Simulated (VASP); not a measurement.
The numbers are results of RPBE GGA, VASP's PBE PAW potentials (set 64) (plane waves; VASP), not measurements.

VASP input:

File POSCAR:
```
SiC
1
    0.0000000000     2.1992834922     2.1992834922
    2.1992834922     0.0000000000     2.1992834922
    2.1992834922     2.1992834922     0.0000000000
Si C
1 1
Direct
  0.0000000000   0.0000000000   0.0000000000
  0.2500000000   0.2500000000   0.2500000000
```

### INCAR
```
NELM = 100   ! most electronic steps
LREAL = .FALSE.
LCHARG = .FALSE.
ENCUT = 520   ! plane-wave cut-off (eV)
SYSTEM = SiC
ICHARG = 11   ! fixed density
LASPH = .TRUE.   ! aspherical one-centre terms
ISMEAR = 0
PREC = Accurate
LORBIT = 11   ! lm-projected
ALGO = Normal
EDIFF = 1E-7   ! SCF stop (eV)
SIGMA = 0.05   ! width (eV)
LWAVE = .FALSE.
GGA = RP
```

**KPOINTS**
```
k-points along high-symmetry lines
15
Line-mode
Reciprocal
  0.000000   0.000000   0.000000 ! GAMMA
 -0.500000  -0.500000   0.000000 ! X

 -0.500000  -0.500000   0.000000 ! X
 -0.375000  -0.375000   0.250000 ! U

 -0.375000  -0.000000   0.375000 ! K
  0.000000   0.000000   0.000000 ! GAMMA

  0.000000   0.000000   0.000000 ! GAMMA
 -0.000000  -0.000000   0.500000 ! L

 -0.000000  -0.000000   0.500000 ! L
 -0.500000  -0.250000   0.250000 ! W

 -0.500000  -0.250000   0.250000 ! W
 -0.500000  -0.500000   0.000000 ! X
```

POTCAR, in this order: Si C (PBE.64 set). Program: vasp_std. Read from the step before: CHGCAR.

The resulting files:

OSZICAR:
```
       N       E                     dE             d eps       ncg     rms          rms(c)
DAV:   1     0.650739228806E+01    0.65074E+01   -0.40560E+03  1464   0.831E+02
DAV:   2    -0.124737884989E+02   -0.18981E+02   -0.17910E+02  2152   0.989E+01
DAV:   3    -0.127711954214E+02   -0.29741E+00   -0.29741E+00  1728   0.152E+01
DAV:   4    -0.127719993527E+02   -0.80393E-03   -0.80393E-03  2312   0.825E-01
DAV:   5    -0.127720003624E+02   -0.10098E-05   -0.10098E-05  1680   0.188E-02
DAV:   6    -0.127720003717E+02   -0.92797E-08   -0.92797E-08  2272   0.118E-03
   1 F= -.12772000E+02 E0= -.12772000E+02  d E =-.525073E-16
```

File OUTCAR:
```
 val. band max:        7.8854548386   @ k =   0.0000   0.0000   0.0000

 cond. band min:       9.2775910792   @ k =  -0.5000  -0.5000   0.0000



 k-point     1 :       0.0000    0.0000    0.0000
  band No.  band energies     occupation
      1      -7.3187      2.00000
      2       7.8855      2.00000
      3       7.8855      2.00000
      4       7.8855      2.00000
      5      13.8103      0.00000
      6      15.0497      0.00000
      7      15.0497      0.00000
      8      15.0497      0.00000

 k-point     2 :      -0.0357   -0.0357    0.0000
  band No.  band energies     occupation
      1      -7.2862      2.00000
      2       7.7751      2.00000
      3       7.8200      2.00000
      4       7.8200      2.00000
      5      13.9127      0.00000
      6      14.9603      0.00000
      7      15.1449      0.00000
      8      15.1449      0.00000

 k-point     3 :      -0.0714   -0.0714    0.0000
  band No.  band energies     occupation
      1      -7.1888      2.00000
      2       7.4682      2.00000
      3       7.6357      2.00000
      4       7.6357      2.00000
      5      14.1614      0.00000
      6      14.7303      0.00000
      7      15.4175      0.00000
      8      15.4175      0.00000

 k-point     4 :      -0.1071   -0.1071    0.0000
  band No.  band energies     occupation
      1      -7.0269      2.00000
      2       7.0170      2.00000
      3       7.3623      2.00000
      4       7.3623      2.00000
      5      14.1551      0.00000
      6      14.7029      0.00000
      7      15.8355      0.00000
      8      15.8355      0.00000

 k-point     5 :      -0.1429   -0.1429    0.0000
  band No.  band energies     occupation
      1      -6.8015      2.00000
      2       6.4706      2.00000
      3       7.0344      2.00000
      4       7.0344      2.00000
      5      13.7007      0.00000
      6      14.9574      0.00000
      7      16.3610      0.00000
      8      16.3610      0.00000
...
```

The density is held fixed in this step, so its total energy and stress have no physical meaning.

The compound is SiC in the zinc blende structure. It was relaxed first.
